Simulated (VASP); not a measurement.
Computed with PBE GGA, VASP's PBE PAW potentials (set 64) (plane waves; VASP).

A VASP calculation is set up with these files.

INCAR:
```
! general
SYSTEM   =  Ga32As31N
PREC     =  Normal
ENCUT    =  400
LREAL    =  Auto   ! projection in real space or not
LASPH    =  .True.   ! aspherical one-centre terms
ISYM     =  0
NELECT   =  258.0

! electronic loop
EDIFF    =  1E-5
NELM     =  100   ! most electronic steps
NELMIN   =  4
ALGO     =  Fast   ! Davidson, then RMM-DIIS
LMAXMIX  =  4   ! l cut-off of mixed one-centre charges

! smearing
ISMEAR   =  0
SIGMA    =  0.05

! functional
GGA      =  PE   ! PBE

! ions
IBRION   =  2   ! conjugate gradients
NSW      =  60   ! most ionic steps
ISIF     =  2
EDIFFG   =  -0.03   ! ionic stop

! output
LWAVE    =  .False.
LCHARG   =  .False.
```

**KPOINTS**
```
Automatic mesh
0
Gamma
1 1 1
0 0 0
```

**POSCAR**
```
Ga32As31N
1.0
 11.5222104212   0.0000000000   0.0000000000
  0.0000000000  11.5222104212   0.0000000000
  0.0000000000   0.0000000000  11.5222104212
Ga As N
32 31 1
Direct
  0.5000000000   0.0000000000   0.0000000000
  0.7500000000   0.2500000000   0.0000000000
  0.7500000000   0.0000000000   0.2500000000
  0.0000000000   0.0000000000   0.0000000000
  0.2500000000   0.2500000000   0.0000000000
  0.5000000000   0.5000000000   0.0000000000
  0.7500000000   0.7500000000   0.0000000000
  0.2500000000   0.0000000000   0.2500000000
  0.5017910000   0.2543520000   0.2512100000
  0.7456170000   0.4962150000   0.2506040000
  0.5000000000   0.0000000000   0.5000000000
  0.7462370000   0.2480720000   0.4963340000
  0.7500000000   0.0000000000   0.7500000000
  0.0000000000   0.5000000000   0.0000000000
  0.2500000000   0.7500000000   0.0000000000
  0.0000000000   0.2500000000   0.2500000000
  0.2500000000   0.5000000000   0.2500000000
  0.5000000000   0.7500000000   0.2500000000
  0.0000000000   0.0000000000   0.5000000000
  0.2500000000   0.2500000000   0.5000000000
  0.4981490000   0.5003530000   0.4965860000
  0.7500000000   0.7500000000   0.5000000000
  0.2500000000   0.0000000000   0.7500000000
  0.5000000000   0.2500000000   0.7500000000
  0.7500000000   0.5000000000   0.7500000000
  0.0000000000   0.7500000000   0.2500000000
  0.0000000000   0.5000000000   0.5000000000
  0.2500000000   0.7500000000   0.5000000000
  0.0000000000   0.2500000000   0.7500000000
  0.2500000000   0.5000000000   0.7500000000
  0.5000000000   0.7500000000   0.7500000000
  0.0000000000   0.7500000000   0.7500000000
  0.6250000000   0.1250000000   0.1250000000
  0.8750000000   0.3750000000   0.1250000000
  0.8750000000   0.1250000000   0.3750000000
  0.1250000000   0.1250000000   0.1250000000
  0.3750000000   0.3750000000   0.1250000000
  0.6250000000   0.6250000000   0.1250000000
  0.8750000000   0.8750000000   0.1250000000
  0.3750000000   0.1250000000   0.3750000000
  0.8750000000   0.6250000000   0.3750000000
  0.6250000000   0.1250000000   0.6250000000
  0.8750000000   0.3750000000   0.6250000000
  0.8750000000   0.1250000000   0.8750000000
  0.1250000000   0.6250000000   0.1250000000
  0.3750000000   0.8750000000   0.1250000000
  0.1250000000   0.3750000000   0.3750000000
  0.3750000000   0.6250000000   0.3750000000
  0.6250000000   0.8750000000   0.3750000000
  0.1250000000   0.1250000000   0.6250000000
  0.3750000000   0.3750000000   0.6250000000
  0.6250000000   0.6250000000   0.6250000000
  0.8750000000   0.8750000000   0.6250000000
  0.3750000000   0.1250000000   0.8750000000
  0.6250000000   0.3750000000   0.8750000000
  0.8750000000   0.6250000000   0.8750000000
  0.1250000000   0.8750000000   0.3750000000
  0.1250000000   0.6250000000   0.6250000000
  0.3750000000   0.8750000000   0.6250000000
  0.1250000000   0.3750000000   0.8750000000
  0.3750000000   0.6250000000   0.8750000000
  0.6250000000   0.8750000000   0.8750000000
  0.1250000000   0.8750000000   0.8750000000
  0.6207370000   0.3718100000   0.3762860000
```

POTCAR, in this order: Ga As N (PBE.64 set). Program: vasp_gam.

The cell is charged, with a uniform compensating background. The supercell is sampled at Γ alone, which is coarse: total energies, pressure and levels can be off, energies of defects by several tenths of an eV.

Predict the energy per atom (σ→0).

| Property | Value |
|---|---|
| energy per atom (σ→0) | -4.020 eV/atom |

File OSZICAR:
```
...
RMM:   4    -0.257262969373E+03    0.39858E-07   -0.11515E-06   107   0.223E-03
  24 F= -.25726297E+03 E0= -.25726297E+03  d E =-.220579E-04
       N       E                     dE             d eps       ncg     rms          rms(c)
DAV:   1    -0.257262974855E+03   -0.54419E-05   -0.17450E-04   328   0.260E-02    0.489E-03
RMM:   2    -0.257262975623E+03   -0.76792E-06   -0.98906E-06   170   0.558E-03    0.177E-03
RMM:   3    -0.257262975621E+03    0.22810E-08   -0.59317E-07    60   0.193E-03    0.900E-04
RMM:   4    -0.257262975599E+03    0.21604E-07   -0.75042E-08    28   0.136E-03
  25 F= -.25726298E+03 E0= -.25726298E+03  d E =-.282837E-04
```

The cell is a supercell with a defect, built from GaAs (zinc blende): N_As, charge -2. The run is not spin-polarised, so no state with unpaired spins was tried.
